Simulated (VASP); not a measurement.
These are PBEsol GGA, VASP's PBE PAW potentials (set 64) (plane waves; VASP) values and carry that method's errors.

Input for VASP

POSCAR:
```
NbW3
1
   -3.1793665054     3.1890800186     3.1793665054
    3.1890800186    -3.1793665054     3.1793665054
    1.5848264961     1.5848264961    -1.5848264961
W Nb
3 1
Direct
  0.0000000000   0.0000000000   0.0000000000
  0.0000000000   0.5000000000   0.0000000000
  0.5000000000   0.0000000000   0.0000000000
  0.5000000000   0.5000000000   0.0000000000
```

**INCAR**
```
LASPH=.True.   ! aspherical one-centre terms
NELM=100   ! most electronic steps
SIGMA=0.05   ! width (eV)
ENCUT=400   ! plane-wave cut-off (eV)
LORBIT=11   ! lm-projected
LMAXMIX=6
ICHARG=11   ! fixed density
PREC=Accurate
LREAL=.False.
ALGO=Normal   ! blocked Davidson
GGA=PS
SYSTEM=NbW3
ISMEAR=0   ! Gaussian
LCHARG=.False.
LWAVE=.False.
EDIFF=1E-7
```

### KPOINTS
```
k-points along high-symmetry lines
18
Line-mode
Reciprocal
  0.000000   0.000000   0.000000 ! GAMMA
  0.500000   0.500000  -0.500000 ! L

  0.500000   0.500000  -0.500000 ! L
  0.000000   1.000000  -0.500000 ! T

  0.000000   1.000000  -0.500000 ! T
 -0.625000   0.375000   0.437500 ! P_0

  0.375000   0.375000  -0.562500 ! P_2
  0.000000   0.000000   0.000000 ! GAMMA

  0.000000   0.000000   0.000000 ! GAMMA
  0.000000   0.500000   0.000000 ! F
```

POTCAR, in this order: W_sv Nb_sv (PBE.64 set). Program: vasp_std. Read from the step before: CHGCAR.

What VASP printed:

File OSZICAR:
```
       N       E                     dE             d eps       ncg     rms          rms(c)
DAV:   1     0.623202310609E+03    0.62320E+03   -0.27363E+04  5964   0.162E+03
DAV:   2    -0.917832889855E+01   -0.63238E+03   -0.62284E+03  6248   0.573E+02
DAV:   3    -0.518226326688E+02   -0.42644E+02   -0.41010E+02  9819   0.128E+02
DAV:   4    -0.535117774773E+02   -0.16891E+01   -0.16569E+01  8029   0.201E+01
DAV:   5    -0.535814001112E+02   -0.69623E-01   -0.69362E-01  9210   0.391E+00
DAV:   6    -0.535835660443E+02   -0.21659E-02   -0.21628E-02  8229   0.536E-01
DAV:   7    -0.535836481684E+02   -0.82124E-04   -0.82080E-04  9242   0.902E-02
DAV:   8    -0.535836504094E+02   -0.22410E-05   -0.22404E-05  7918   0.121E-02
DAV:   9    -0.535836505428E+02   -0.13334E-06   -0.13329E-06  6653   0.243E-03
DAV:  10    -0.535836505499E+02   -0.71677E-08   -0.78482E-08  5126   0.706E-04
   1 F= -.53583651E+02 E0= -.53582118E+02  d E =-.306415E-02
```

File OUTCAR:
```
 val. band max:       11.8238451638   @ k =   0.0588   0.0588  -0.0588

 cond. band min:      11.8437232196   @ k =   0.0000   0.3235   0.0000



 k-point     1 :       0.0000    0.0000    0.0000
  band No.  band energies     occupation
      1     -62.4465      2.00000
      2     -62.3518      2.00000
      3     -62.3518      2.00000
      4     -42.9919      2.00000
      5     -27.3124      2.00000
      6     -26.9521      2.00000
      7     -26.9521      2.00000
      8     -26.3638      2.00000
      9     -26.2947      2.00000
     10     -26.2947      2.00000
     11     -26.0689      2.00000
     12     -26.0689      2.00000
     13     -26.0509      2.00000
     14     -19.1040      2.00000
     15     -19.1040      2.00000
     16     -18.4326      2.00000
     17       2.5935      2.00000
     18       5.5710      2.00000
     19       5.5710      2.00000
     20       6.2365      2.00000
     21       8.2205      2.00000
     22       8.2205      2.00000
     23       8.5061      2.00000
     24      10.6415      2.00000
     25      10.6806      2.00000
     26      10.6806      2.00000
     27      12.2383      0.00000
     28      12.8876      0.00000
     29      12.8876      0.00000
     30      13.8247      0.00000
     31      13.8248      0.00000
     32      14.0105      0.00000
     33      14.1162      0.00000

 k-point     2 :       0.0294    0.0294   -0.0294
  band No.  band energies     occupation
      1     -62.4458      2.00000
      2     -62.3515      2.00000
      3     -62.3514      2.00000
      4     -42.9905      2.00000
      5     -27.3093      2.00000
      6     -26.9504      2.00000
      7     -26.9499      2.00000
      8     -26.3651      2.00000
      9     -26.2993      2.00000
     10     -26.2987      2.00000
     11     -26.0732      2.00000
     12     -26.0728      2.00000
     13     -26.0583      2.00000
     14     -19.1034      2.00000
     15     -19.1031      2.00000
     16     -18.4447      2.00000
...
```

The density is held fixed in this step, so its total energy and stress have no physical meaning. Unless said otherwise, spin-orbit coupling is left out, though it shifts the bands of the heavy elements here.

The structure was generated: NbW3 was put into an ordered model structure (R-3m), which need not be its known phase. It was relaxed first. The electron count is odd and the run is not spin-polarised, which forces a metal.
